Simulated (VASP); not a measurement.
Here is a VASP 6.6.1 calculation.

INCAR

```
SYSTEM = LiSnH3
PREC = Accurate
ENCUT = 600
EDIFF = 1E-6
ISMEAR = 0
SIGMA = 0.1
LREAL = .FALSE.
LASPH = .TRUE.
NELM = 100
ALGO = Normal
ISIF = 3
LWAVE = .FALSE.
LCHARG = .FALSE.
GGA = PE
IBRION = 2
NSW = 100
EDIFFG = -0.01
```

KPOINTS

```
regular mesh
0
G
  10 10 10
  0 0 0
```

Contents of POSCAR:

```
LiSnH3
1.0
    3.6663883487      0.0000000000      0.0000000000
    0.0000000000      3.6663883487      0.0000000000
    0.0000000000      0.0000000000      3.6663883487
Li Sn H
1 1 3
Direct
    0.0000000000      0.0000000000      0.0000000000
    0.5000000000      0.5000000000      0.5000000000
    0.5000000000      0.0000000000      0.0000000000
    0.0000000000      0.5000000000      0.0000000000
    0.0000000000      0.0000000000      0.5000000000
```

Potentials or basis: VASP PAW PBE potentials, release 64 (Li_sv, Sn_d, H).

The run is started by

```console
$ cat potpaw_PBE.64/Li_sv/POTCAR potpaw_PBE.64/Sn_d/POTCAR potpaw_PBE.64/H/POTCAR > POTCAR
$ mpirun -np 1 vasp_std > vasp.out
```

Problem. What does it give for the band gap on the k mesh?

Solution. None (metal or under the smearing width).

Problem. Estimate the space group after relaxing (to 0.05 Å).

Solution. Pm-3m (No. 221).

Problem. What does it give for the relaxed cell?

Solution. a = 3.678 Å, b = 3.678 Å, c = 3.678 Å, α = 90.00°, β = 90.00°, γ = 90.00°.

Final structure:
```
Li Sn H
1.0
     3.67780    0.00000    0.00000
     0.00000    3.67780    0.00000
     0.00000    0.00000    3.67780
Li Sn H
1 1 3
Direct
  0.00000 0.00000 0.00000
  0.50000 0.50000 0.50000
  0.50000 0.00000 0.00000
  0.00000 0.50000 0.00000
  0.00000 0.00000 0.50000
```
